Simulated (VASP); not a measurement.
An input for Ansatz (written as the equivalent of a VASP run, and not itself run):

Ansatz 0.2 input:
```yaml
crystal:
  lattice:
    - [4.6011450, 0.0000000, 0.0000000]
    - [-2.3005725, 3.9847087, 0.0000000]
    - [0.0000000, 0.0000000, 7.5556593]
  atoms:
    - { symbol: In, position: [0.3333330, 0.6666670, 0.0001721] }
    - { symbol: In, position: [0.6666670, 0.3333330, 0.5001721] }
    - { symbol: Sb, position: [0.3333330, 0.6666670, 0.3748279] }
    - { symbol: Sb, position: [0.6666670, 0.3333330, 0.8748279] }
kpoints:
  mp_grid: { grid: [8, 8, 4] }
hamiltonian:
  xc: pbesol
  pseudopotentials: { kind: paw }
scf:
  occupations: { method: methfessel_paxton, width: 0.1 }
  max_iter: 100
relax:
  max_steps: 40
  f_tol: 0.02
  cell: { p_target: 5 }
output: { forces: true, stress: true, eigenvalues: true }
```

### Question
Translate this input to VASP (INCAR, KPOINTS, POSCAR, choice of POTCAR).

### Answer
Several could match; the one computed here: 
### INCAR
```
# general
SYSTEM  = InSb
PREC    = Accurate
ENCUT   = 500   # plane-wave cut-off (eV)
LREAL   = .FALSE.   # projection in real space or not
LASPH   = .TRUE.

# electronic loop
EDIFF   = 1E-6   # SCF stop (eV)
NELM    = 100
ALGO    = Normal   # blocked Davidson
LMAXMIX = 4   # l cut-off of mixed one-centre charges

# smearing
ISMEAR  = 1
SIGMA   = 0.1   # width (eV)

# functional
GGA     = PS   # PBEsol

# ions
IBRION  = 2   # conjugate gradients
NSW     = 40
ISIF    = 3
EDIFFG  = -0.02
PSTRESS = 50   # kbar

# output
LWAVE   = .FALSE.
LCHARG  = .FALSE.
```

### KPOINTS
```
Automatic mesh
0
Gamma
8 8 4
0 0 0
```

File POSCAR:
```
InSb
1.0
  4.6011449549   0.0000000000   0.0000000000
 -2.3005724775   3.9847086683   0.0000000000
  0.0000000000   0.0000000000   7.5556592860
In Sb
2 2
Cartesian
 -0.0000023006   2.6564737738   0.0013002579
  2.3005747780   1.3282348945   3.7791299009
 -0.0000023006   2.6564737738   2.8320719743
  2.3005747780   1.3282348945   6.6099016173
```

POTCAR, in this order: In_d Sb (PBE.64 set). Program: vasp_std.

What does not carry over: each code has its own PAW files, so the cut-off isn't converted (ENCUT is set for VASP's; basis.ecutwfc is left out, and Ansatz then takes the one that its files recommend); Ansatz stops its SCF on the density residual and VASP on the energy change (EDIFF).

The structure was generated: InSb was put into the wurtzite type (P6_3mc), which need not be its known phase. This run relaxes it under an external pressure of 5 GPa. Symmetry was kept, so distortions that lower it aren't found.
